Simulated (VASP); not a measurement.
Output of a VASP run:

File OSZICAR:
```
       N       E                     dE             d eps       ncg     rms          rms(c)
DAV:   1     0.117152048441E+03    0.11715E+03   -0.10936E+04   484   0.914E+02
DAV:   2    -0.117684988020E+02   -0.12892E+03   -0.12582E+03   494   0.231E+02
DAV:   3    -0.166581451072E+02   -0.48896E+01   -0.47696E+01   513   0.374E+01
DAV:   4    -0.167404321184E+02   -0.82287E-01   -0.81988E-01   482   0.528E+00
DAV:   5    -0.167419973270E+02   -0.15652E-02   -0.15651E-02   508   0.688E-01    0.120E+01
DAV:   6    -0.166224887951E+02    0.11951E+00   -0.24364E+00   450   0.803E+00    0.571E+00
DAV:   7    -0.164939421087E+02    0.12855E+00   -0.10960E+00   440   0.454E+00    0.433E+00
DAV:   8    -0.164600672016E+02    0.33875E-01   -0.14804E-01   450   0.248E+00    0.700E-01
DAV:   9    -0.164604410735E+02   -0.37387E-03   -0.27930E-03   485   0.343E-01    0.368E-01
DAV:  10    -0.164607162723E+02   -0.27520E-03   -0.12858E-03   460   0.245E-01    0.443E-02
DAV:  11    -0.164607090293E+02    0.72430E-05   -0.54356E-05   513   0.548E-02    0.183E-02
DAV:  12    -0.164607314743E+02   -0.22445E-04   -0.33823E-05   460   0.287E-02    0.884E-03
DAV:  13    -0.164607334068E+02   -0.19326E-05   -0.19715E-06   471   0.745E-03    0.354E-03
DAV:  14    -0.164607336683E+02   -0.26146E-06   -0.50103E-07   337   0.356E-03
   1 F= -.16460734E+02 E0= -.16456883E+02  d E =-.770135E-02
```

**OUTCAR**
```
------------------------ aborting loop because EDIFF is reached ----------------------------------------
  FORCE on cell =-STRESS in cart. coord.  units (eV):
  Direction    XX          YY          ZZ          XY          YZ          ZX
  --------------------------------------------------------------------------------------
  Total       -1.3773378     -1.3773378     -1.3773378     -0.0000000     -0.0000000      0.0000000
  in kB      -29.2534819    -29.2534819    -29.2534819     -0.0000000     -0.0000000      0.0000000
  external PRESSURE =     -29.2534819 kB  Pullay stress =       0.0000000 kB
  volume of cell :       75.44
      direct lattice vectors                 reciprocal lattice vectors
     0.000000000  3.353625000  3.353625000    -0.149092400  0.149092400  0.149092400
     3.353625000  0.000000000  3.353625000     0.149092400 -0.149092400  0.149092400
     3.353625000  3.353625000  0.000000000     0.149092400  0.149092400 -0.149092400
 POSITION                                       TOTAL-FORCE (eV/Angst)
 -----------------------------------------------------------------------------------
      0.00000      0.00000      0.00000        -0.000000      0.000000     -0.000000
      1.67681      1.67681      1.67681         0.000000      0.000000     -0.000000
      5.03044      5.03044      5.03044        -0.000000     -0.000000      0.000000
 -----------------------------------------------------------------------------------
    total drift:                                0.000000     -0.000000      0.000000
  FREE ENERGIE OF THE ION-ELECTRON SYSTEM (eV)
  ---------------------------------------------------
  free  energy   TOTEN  =       -16.4607336683 eV

  energy  without entropy=      -16.4530323222  energy(sigma->0) =      -16.45688300
```
(Selected blocks of OUTCAR.)

File POSCAR:
```
Te2Mo
1
    0.0000000000     3.3536250000     3.3536250000
    3.3536250000     0.0000000000     3.3536250000
    3.3536250000     3.3536250000     0.0000000000
Mo Te
1 2
Direct
  0.0000000000   0.0000000000   0.0000000000
  0.2500000000   0.2500000000   0.2500000000
  0.7500000000   0.7500000000   0.7500000000
```

Write an INCAR and KPOINTS that could have produced this output.

Several could match; the one computed here: the input of the run itself, PBE GGA, plane waves, VASP's PBE PAW potentials (set 64).

**KPOINTS**
```
Automatic
0
G
 5 5 5
```

**INCAR**
```
LMAXMIX=4
ISMEAR=0   ! Gaussian
EDIFF=1E-6   ! SCF stop (eV)
SIGMA=0.05   ! width (eV)
ENCUT=400   ! plane-wave cut-off (eV)
ALGO=Normal   ! blocked Davidson
NELM=100   ! most electronic steps
LWAVE=F
ISIF=2   ! forces and stress, cell fixed
PREC=Accurate
LASPH=T   ! aspherical one-centre terms
NBANDS=21
LREAL=F   ! projection in real space or not
GGA=PE
LCHARG=F
SYSTEM=Te2Mo
```

POTCAR, in this order: Mo_sv Te (PBE.64 set). Program: vasp_std.

The structure was generated: Te2Mo was put into the fluorite type (Fm-3m), which need not be its known phase. The cell was not relaxed at this level. The k-mesh is coarse (spacing up to 0.32 per Å, 2π included), so the numbers may not be converged in it. The run is one of a series of settings (NBANDS = 21 against the base run), some of them coarse on purpose.
